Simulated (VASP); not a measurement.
These are PBE GGA with spin-orbit coupling, VASP's PBE PAW potentials (set 64) (plane waves; VASP) values and carry that method's errors.

A VASP calculation is set up with these files.

**POSCAR**
```
Nb
1
   -1.6526994059     1.6526994059     1.6526994059
    1.6526994059    -1.6526994059     1.6526994059
    1.6526994059     1.6526994059    -1.6526994059
Nb
1
Direct
  0.0000000000   0.0000000000   0.0000000000
```

File KPOINTS_OPT:
```
k-points along high-symmetry lines
8
Line-mode
Reciprocal
  0.000000   0.000000   0.000000 ! GAMMA
  0.500000  -0.500000   0.500000 ! H

  0.500000  -0.500000   0.500000 ! H
  0.000000  -0.000000   0.500000 ! N

  0.000000  -0.000000   0.500000 ! N
  0.000000   0.000000   0.000000 ! GAMMA

  0.000000   0.000000   0.000000 ! GAMMA
  0.250000   0.250000   0.250000 ! P

  0.250000   0.250000   0.250000 ! P
  0.500000  -0.500000   0.500000 ! H

  0.250000   0.250000   0.250000 ! P
  0.000000  -0.000000   0.500000 ! N
```

File KPOINTS:
```
K-points
0
G
14 14 14
```

INCAR:
```
ENCUT = 400
LASPH = T   ! aspherical one-centre terms
ISMEAR = 0   ! Gaussian
LSORBIT = T
SIGMA = 0.05   ! width (eV)
PREC = Accurate
LCHARG = F
NELM = 100   ! most electronic steps
SYSTEM = Nb
LREAL = F   ! projection in real space or not
GGA_COMPAT = F
MAGMOM = 3*0
ALGO = Normal   ! blocked Davidson
LWAVE = F
GGA = PE   ! PBE
EDIFF = 1E-6   ! SCF stop (eV)
LMAXMIX = 4   ! l cut-off of mixed one-centre charges
```

POTCAR, in this order: Nb_sv (PBE.64 set). Program: vasp_ncl.

Output

**OSZICAR**
```
       N       E                     dE             d eps       ncg     rms          rms(c)
DAV:   1     0.123348822693E+03    0.12335E+03   -0.64800E+03  4168   0.113E+03
DAV:   2    -0.301706584618E+01   -0.12637E+03   -0.12340E+03  5000   0.452E+02
DAV:   3    -0.104305551236E+02   -0.74135E+01   -0.71610E+01  7640   0.833E+01
DAV:   4    -0.107148684478E+02   -0.28431E+00   -0.28263E+00  5556   0.130E+01
DAV:   5    -0.107276877584E+02   -0.12819E-01   -0.12814E-01  6524   0.251E+00    0.738E+00
DAV:   6    -0.103354411590E+02    0.39225E+00   -0.71582E-01  5668   0.112E+01    0.254E+00
DAV:   7    -0.102920362540E+02    0.43405E-01   -0.28926E-01  6952   0.638E+00    0.107E+00
DAV:   8    -0.102960951461E+02   -0.40589E-02   -0.11059E-02  5364   0.140E+00    0.708E-01
DAV:   9    -0.102970973379E+02   -0.10022E-02   -0.35417E-03  5384   0.868E-01    0.175E-01
DAV:  10    -0.102969898566E+02    0.10748E-03   -0.58658E-04  6192   0.327E-01    0.231E-02
DAV:  11    -0.102969786915E+02    0.11165E-04   -0.17485E-05  5776   0.683E-02    0.670E-03
DAV:  12    -0.102969782862E+02    0.40528E-06   -0.78446E-07  3440   0.101E-02
   1 F= -.10296978E+02 E0= -.10295895E+02  d E =-.216675E-02  mag=     0.0000     0.0000    -0.0000
       N       E                     dE             ncg
```

### OUTCAR
```
------------------------ aborting loop because EDIFF is reached ----------------------------------------
  FORCE on cell =-STRESS in cart. coord.  units (eV):
  Direction    XX          YY          ZZ          XY          YZ          ZX
  --------------------------------------------------------------------------------------
  Total       -0.0061331     -0.0061331     -0.0061331     -0.0000000      0.0000000     -0.0000000
  in kB       -0.5441872     -0.5441872     -0.5441872     -0.0000000      0.0000000     -0.0000000
  external PRESSURE =      -0.5441872 kB  Pullay stress =       0.0000000 kB
  volume of cell :       18.06
      direct lattice vectors                 reciprocal lattice vectors
    -1.652699406  1.652699406  1.652699406     0.000000000  0.302535354  0.302535354
     1.652699406 -1.652699406  1.652699406     0.302535354  0.000000000  0.302535354
     1.652699406  1.652699406 -1.652699406     0.302535354  0.302535354  0.000000000
 POSITION                                       TOTAL-FORCE (eV/Angst)
 -----------------------------------------------------------------------------------
      0.00000      0.00000      0.00000        -0.000000     -0.000000     -0.000000
 -----------------------------------------------------------------------------------
    total drift:                                0.000000     -0.000000      0.000000
  FREE ENERGIE OF THE ION-ELECTRON SYSTEM (eV)
  ---------------------------------------------------
  free  energy   TOTEN  =       -10.2969782862 eV

  energy  without entropy=      -10.2948115401  energy(sigma->0) =      -10.29589491

 Ion:    1  E_soc:     -0.1742330
```
(Selected blocks of OUTCAR.)

### OUTCAR
```
 val. band max:       11.1453900133   @ k =  -0.2143   0.2143   0.1429

 cond. band min:      11.1613279717   @ k =   0.5000   0.5000   0.1429


 Fermi energy:        11.1606444379

 k-point     1 :       0.0000    0.0000    0.0000
  band No.  band energies     occupation
      1     -43.2208      1.00000
      2     -43.2208      1.00000
      3     -19.9657      1.00000
      4     -19.9657      1.00000
      5     -17.8276      1.00000
      6     -17.8276      1.00000
      7     -17.8276      1.00000
      8     -17.8276      1.00000
      9       5.2256      1.00000
     10       5.2256      1.00000
     11      11.4754      0.00000
     12      11.4754      0.00000
     13      11.4754      0.00000
     14      11.4754      0.00000
     15      11.5857      0.00000
     16      11.5857      0.00000
     17      14.4188      0.00000
     18      14.4188      0.00000
     19      14.4188      0.00000
     20      14.4188      0.00000

 k-point     2 :       0.0714    0.0000    0.0000
  band No.  band energies     occupation
      1     -43.2090      1.00000
      2     -43.2090      1.00000
      3     -19.9938      1.00000
      4     -19.9938      1.00000
      5     -17.8833      1.00000
      6     -17.8833      1.00000
      7     -17.8384      1.00000
      8     -17.8384      1.00000
      9       5.4351      1.00000
     10       5.4351      1.00000
     11      11.3717      0.00000
     12      11.3717      0.00000
     13      11.4791      0.00000
     14      11.4791      0.00000
     15      11.7250      0.00000
     16      11.7250      0.00000
     17      14.2246      0.00000
     18      14.2246      0.00000
     19      14.4194      0.00000
     20      14.4194      0.00000

 k-point     3 :       0.1429    0.0000    0.0000
  band No.  band energies     occupation
      1     -43.1758      1.00000
      2     -43.1758      1.00000
      3     -20.0760      1.00000
      4     -20.0760      1.00000
      5     -18.0334      1.00000
...
```

The compound is Nb in the bcc structure. It was relaxed first.
